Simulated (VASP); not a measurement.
OSZICAR of a VASP run on TiCo (CsCl type):

OSZICAR:
```
       N       E                     dE             d eps       ncg     rms          rms(c)
DAV:   1     0.134058688521E+03    0.13406E+03   -0.89539E+03  6056   0.154E+03
DAV:   2    -0.999671712924E+01   -0.14406E+03   -0.14163E+03  6186   0.375E+02
DAV:   3    -0.177921373681E+02   -0.77954E+01   -0.77400E+01  9370   0.975E+01
DAV:   4    -0.180254655555E+02   -0.23333E+00   -0.23275E+00  7410   0.141E+01
DAV:   5    -0.180341502055E+02   -0.86846E-02   -0.86836E-02  8948   0.248E+00    0.120E+01
DAV:   6    -0.157068853218E+02    0.23273E+01   -0.13074E+01  8422   0.532E+01    0.469E+00
DAV:   7    -0.194043497863E+02   -0.36975E+01   -0.31634E+01 10756   0.472E+01    0.280E+01
DAV:   8    -0.155041015999E+02    0.39002E+01   -0.22512E+01  9622   0.416E+01    0.182E+00
DAV:   9    -0.155393216535E+02   -0.35220E-01   -0.27588E-01  7290   0.461E+00    0.185E+00
DAV:  10    -0.155269973058E+02    0.12324E-01   -0.67642E-02  9368   0.318E+00    0.641E-01
DAV:  11    -0.155236183389E+02    0.33790E-02   -0.10114E-02  8262   0.105E+00    0.348E-01
DAV:  12    -0.155227941121E+02    0.82423E-03   -0.30609E-03  9164   0.451E-01    0.806E-02
DAV:  13    -0.155227450299E+02    0.49082E-04   -0.13956E-04  8324   0.984E-02    0.405E-02
DAV:  14    -0.155227346300E+02    0.10400E-04   -0.12379E-04  8998   0.102E-01    0.133E-02
DAV:  15    -0.155227339111E+02    0.71894E-06   -0.64677E-06  7650   0.313E-02
   1 F= -.15522734E+02 E0= -.15522814E+02  d E =0.241449E-03
```

### Question
Which electronic solver shows in the log?

### Answer
It is blocked Davidson (ALGO = Normal, or the opening steps of other solvers). The INCAR had ALGO = Normal.

### Question
How was spin treated?

### Answer
Without spin polarisation: there is no mag entry.

### Question
Can the final energy be trusted as converged?

### Answer
The calculation finished and met its thresholds. It stopped with EDIFF = 1E-6, NELM = 100 (PBE GGA, plane waves, VASP's PBE PAW potentials (set 64)).

The compound is TiCo in the CsCl type structure. The cell was not relaxed at this level, atoms are displaced from their ideal sites. The run is one of a series of settings (PREC = Single against the base run), some of them coarse on purpose. The run is not spin-polarised, so no magnetic state was tried. The electron count is odd and the run is not spin-polarised, which forces a metal.
